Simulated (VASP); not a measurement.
VASP ran on this input.

POSCAR:
```
LiH
1.0
  2.4742656810   0.0000000000   0.0000000000
  0.0000000000   2.4742656810   0.0000000000
  0.0000000000   0.0000000000   2.4742656810
Li H
1 1
direct
  0.0000000000   0.0000000000   0.0000000000
  0.5000000000   0.5000000000   0.5000000000
```

**KPOINTS**
```
Automatic mesh
0
Gamma
10 10 10
0 0 0
```

### INCAR
```
SYSTEM = LiH
PREC = Accurate
ENCUT = 520
EDIFF = 1E-6
NELM = 100
ALGO = Normal
LREAL = .FALSE.
LASPH = .TRUE.
ISMEAR = 0
SIGMA = 0.05
METAGGA = R2SCAN
LMIXTAU = .TRUE.
LWAVE = .FALSE.
LCHARG = .FALSE.
IBRION = 2
ISIF = 3
NSW = 60
EDIFFG = -0.01
```

POTCAR, in this order: Li_sv H (PBE.64 set). Program: vasp_std.

**Question.** Write an equivalent input for Ansatz.

**Answer.** One equivalent input (not run):
Ansatz 0.2 input:
```yaml
crystal:
  lattice:
    - [2.4742657, 0.0000000, 0.0000000]
    - [0.0000000, 2.4742657, 0.0000000]
    - [0.0000000, 0.0000000, 2.4742657]
  atoms:
    - { symbol: Li, position: [0.0000000, 0.0000000, 0.0000000] }
    - { symbol: H, position: [0.5000000, 0.5000000, 0.5000000] }
kpoints:
  mp_grid: { grid: [10, 10, 10] }
hamiltonian:
  xc: r2scan
  pseudopotentials: { kind: paw }
scf:
  occupations: { method: gaussian, width: 0.05 }
  max_iter: 100
relax:
  max_steps: 60
  f_tol: 0.01
  cell: {}
output: { forces: true, stress: true, eigenvalues: true }
```
The two are equivalent in intent, not identical: each code has its own PAW files, so the cut-off isn't converted (ENCUT is set for VASP's; basis.ecutwfc is left out, and Ansatz then takes the one that its files recommend); Ansatz stops its SCF on the density residual and VASP on the energy change (EDIFF).

The structure was generated: LiH was put into the CsCl type type (Pm-3m), which need not be its known phase. This run relaxes it. Symmetry was kept, so distortions that lower it aren't found. The start is the result of an earlier pass.
